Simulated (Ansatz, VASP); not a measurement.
# Cross-check of Al29Cu32 (liquid Al48Cu52 at 1200 K) between VASP and Ansatz, part 2 of 2

One calculation is typed for both programs; each brings its own data sets. How far apart do they land? The cell is taken from a series of runs on this material, whose earlier steps may have relaxed, scaled, displaced or heated it; both programs get it as it stands.

VASP 6.6.1 and Ansatz 0.2.0.

So far. Step 2 (Ansatz: single point, PBE): The run ends at a pressure of -3.37 GPa, with forces up to 3.2 eV/Å.

### 3. VASP: single point, PBE

Level of this step: PBE; plane waves and PAW (Al, Cu) (VASP).

The same cell, functional, mesh and smearing now go to VASP, with its own data sets.

Lines of VASP's logs that name or quote its potential files are left out, and so is its time.

Contents of INCAR:

```
SYSTEM = Al29Cu32
PREC = Accurate
ENCUT = 600
EDIFF = 1E-06
NELM = 120
ISMEAR = -1
SIGMA = 0.05
LREAL = Auto
ALGO = Normal
GGA = PE
NBANDS = 264
LASPH = .TRUE.
LORBIT = 11
LWAVE = .FALSE.
LCHARG = .FALSE.
ISIF = 2
GGA_COMPAT = .FALSE.
NCORE = 2
```

Contents of POSCAR:

```
Al29Cu32
1.0
    9.8882300000      0.0000000000      0.0000000000
    0.0000000000      9.8882300000      0.0000000000
    0.0000000000      0.0000000000      9.8882300000
Al Cu
29 32
Direct
    0.3249700000      0.8912300000      0.4882400000
    0.0982700000      0.8867300000      0.3705000000
    0.2954200000      0.7210600000      0.9408400000
    0.2970400000      0.1923800000      0.0472800000
    0.6160200000      0.9527000000      0.5409800000
    0.9822200000      0.4931800000      0.9096600000
    0.9028100000      0.7875200000      0.7744200000
    0.5257000000      0.3322400000      0.9645200000
    0.6623100000      0.4349500000      0.5907100000
    0.0539600000      0.1242000000      0.4690900000
    0.8937800000      0.0446800000      0.8987100000
    0.7838600000      0.1666700000      0.5925400000
    0.3584600000      0.4134000000      0.5784600000
    0.7717100000      0.7271900000      0.2931800000
    0.0602300000      0.6798900000      0.0427700000
    0.2810300000      0.2357300000      0.7770500000
    0.8501000000      0.2906300000      0.0591900000
    0.7568300000      0.0696900000      0.1090000000
    0.1623000000      0.5102900000      0.7148000000
    0.0967900000      0.4208600000      0.4315600000
    0.2086000000      0.6145400000      0.2267200000
    0.3733600000      0.9842400000      0.8238400000
    0.2551800000      0.8737800000      0.1772200000
    0.5891100000      0.8403000000      0.8270900000
    0.0130400000      0.6838400000      0.4942000000
    0.6661300000      0.4438100000      0.1933400000
    0.5515400000      0.1862400000      0.4302000000
    0.4793600000      0.7217200000      0.3189000000
    0.4359800000      0.5504100000      0.8080000000
    0.8535700000      0.4768400000      0.4227400000
    0.0019600000      0.3003600000      0.6495100000
    0.0339500000      0.2618500000      0.9033000000
    0.2683400000      0.4163600000      0.9645500000
    0.2849200000      0.1599400000      0.5336200000
    0.8517100000      0.0152300000      0.3445900000
    0.1294900000      0.9493900000      0.9248500000
    0.5416100000      0.2016200000      0.1612000000
    0.5790600000      0.9582300000      0.2954800000
    0.8953500000      0.2833800000      0.3366300000
    0.7162100000      0.6749100000      0.5737900000
    0.7005900000      0.5576100000      0.8911600000
    0.4799900000      0.9233400000      0.0642100000
    0.7658600000      0.3206300000      0.8176100000
    0.0681900000      0.3685700000      0.1504700000
    0.0427200000      0.1100900000      0.1950900000
    0.9543400000      0.8885000000      0.1685000000
    0.3094000000      0.6183800000      0.4707400000
    0.7811200000      0.7519300000      0.0055800000
    0.4276300000      0.4833800000      0.1705000000
    0.4836600000      0.4758700000      0.3983900000
    0.9101300000      0.5481000000      0.6757500000
    0.2875500000      0.0572000000      0.2977800000
    0.9425700000      0.5713500000      0.2075700000
    0.0951700000      0.0285700000      0.7002200000
    0.8876500000      0.9001400000      0.5321400000
    0.1725000000      0.7820800000      0.6911600000
    0.4605200000      0.7492300000      0.6380300000
    0.5345100000      0.2160700000      0.7039400000
    0.6240700000      0.0739300000      0.9144000000
    0.5360300000      0.6815700000      0.0552700000
    0.2494700000      0.3130200000      0.2917900000
```

Contents of KPOINTS:

```
Automatic mesh
0
Gamma
1 1 1
0 0 0
```

PAW data sets: Al and Cu (PBE family, release 64).

Command:

```console
> mpirun -np 8 vasp_gam
```

Numbers of over 12 decimals in the logs are rounded to 6 here.

The log of the run:

```text
[banner, memory and clock lines left out]
running    8 mpi-ranks, on    1 nodes
[...]
LDA part: xc-table for (Slater+PW92), standard interpolation
 POSCAR, INCAR and KPOINTS ok, starting setup
[...]
entering main loop
       N       E                     dE             d eps       ncg     rms          rms(c)
DAV:   1     0.542577267245E+04    0.54258E+04   -0.20941E+05   528   0.275E+03
DAV:   2     0.102903430425E+04   -0.43967E+04   -0.42520E+04   528   0.671E+02
DAV:   3    -0.822837113548E+02   -0.11113E+04   -0.10359E+04   528   0.305E+02
DAV:   4    -0.250434909401E+03   -0.16815E+03   -0.14550E+03   792   0.132E+02
[...]
DAV:  19    -0.213989467706E+03   -0.19228E-05   -0.44014E-05   672   0.702E-02    0.899E-03
DAV:  20    -0.213989469109E+03   -0.14021E-05   -0.10218E-05   552   0.465E-02    0.651E-03
DAV:  21    -0.213989469531E+03   -0.42289E-06   -0.50048E-06   472   0.330E-02
   1 F= -.21398947E+03 E0= -.21388381E+03  d E =-.211323E+00
```

OUTCAR, selected parts (step 3):

```text
  Total      -28.6831112    -10.5693553    -16.2958885     -4.1116955      3.9872796     -1.3827664
  in kB      -47.5314606    -17.5147281    -27.0043015     -6.8135877      6.6074151     -2.2914149
  external PRESSURE =     -30.6834967 kB  Pullay stress =       0.0000000 kB

 POSITION                                       TOTAL-FORCE (eV/Angst)
 -----------------------------------------------------------------------------------
      3.21338      8.81269      4.82783         0.568040      0.550043      0.195996
      0.97172      8.76819      3.66359        -0.890056     -0.008117      0.107098
      2.92118      7.13001      9.30324         0.197449      0.688410      0.144437
      2.93720      1.90230      0.46752        -0.471074     -0.775140      0.896959
      6.09135      9.42052      5.34933         0.366498     -0.879899      0.503603
      9.71242      4.87668      8.99493        -1.244950     -0.746639     -0.142226
      8.92719      7.78718      7.65764         0.304893     -0.058478      0.148537
      5.19824      3.28527      9.53740         0.376926      0.493228     -1.074667
      6.54907      4.30089      5.84108        -0.448537     -0.449898      0.146678
      0.53357      1.22812      4.63847        -0.534368      0.619079     -0.075063
      8.83790      0.44181      8.88665         0.333461     -0.235901     -0.790111
      7.75099      1.64807      5.85917         0.371788     -0.110990     -0.294723
      3.54453      4.08779      5.71995         0.413843     -1.809653      0.850530
      7.63085      7.19062      2.89903        -0.576866      0.523899      0.146807
[...]
-----------------------------------------------------------------------------------
    total drift:                               -0.007000      0.000233      0.003356

  FREE ENERGIE OF THE ION-ELECTRON SYSTEM (eV)
  ---------------------------------------------------
  free  energy   TOTEN  =      -213.9894695314 eV

  energy  without entropy=     -213.7781464882  energy(sigma->0) =     -213.88380801

[... 3 further parts left out ...]
[key lines of the parts left out:]
E-fermi :   6.3514
```

The run ends at a pressure of -3.07 GPa, with forces up to 3.2 eV/Å.

### 4. Side by side

Known differences besides the potentials themselves: the data sets hold 695 valence electrons in Ansatz (on its default PAW (the set named soft_2) files) and 439 in VASP; the cutoff is 420 eV in Ansatz and 600 eV in VASP (PREC = Accurate, projectors in real space). Total energies have different zeros and are not compared.

Compared:

| quantity | Ansatz | VASP | difference |
| --- | --- | --- | --- |
| pressure (GPa) | -3.37 | -3.07 | -0.30 |

Forces on 9 of the 61 atoms, those with the largest forces and the largest differences (eV/Å; atoms numbered as in POSCAR):

| atom | Ansatz x, y, z | VASP x, y, z |
| --- | --- | --- |
| Al2 | -0.911, 0.004, 0.094 | -0.890, -0.008, 0.107 |
| Al13 | 0.423, -1.805, 0.829 | 0.414, -1.810, 0.851 |
| Al15 | -0.473, 2.499, -0.850 | -0.465, 2.487, -0.861 |
| Al18 | -0.673, -1.670, 2.203 | -0.659, -1.649, 2.180 |
| Al23 | 0.244, -1.197, -2.044 | 0.249, -1.220, -2.037 |
| Al25 | 0.112, -0.796, 0.121 | 0.132, -0.803, 0.105 |
| Cu30 | -1.151, 2.644, 1.331 | -1.152, 2.642, 1.329 |
| Cu39 | 0.223, -2.277, -1.171 | 0.213, -2.282, -1.170 |
| Cu52 | 0.425, 1.581, 0.876 | 0.433, 1.591, 0.872 |

The forces differ by 8.3 meV/Å r.m.s., which is 1.1 % of the r.m.s. force of 0.734 eV/Å (both taken over all components).

### 5. Outcome

```json
{
 "r.m.s. force difference (single point, PBE)": "1.1 % of the r.m.s. force"
}
```

What this shows: The r.m.s. force difference is 1.1 % of the r.m.s. force (single point, PBE), within the 3 % picked in this series as the mark of a large difference. The data sets hold unlike numbers of valence electrons (695 in Ansatz and 439 in VASP), so part of the differences may come from the potentials. How closely two codes agree says nothing of how well the functional describes the real material.

[Lines on the potential files, build, host, timing and source positions are cut from VASP's logs without a mark.]

[Logs are printed without paths, hosts, clocks, repeated set-up lines and the standing remarks that a program may print on its own settings, such as how far it seeks lower states.]

[Hosts, paths, dates, database ids (printed as entryN), source tags and the programs' standing remarks are cut or masked in the printed files.]
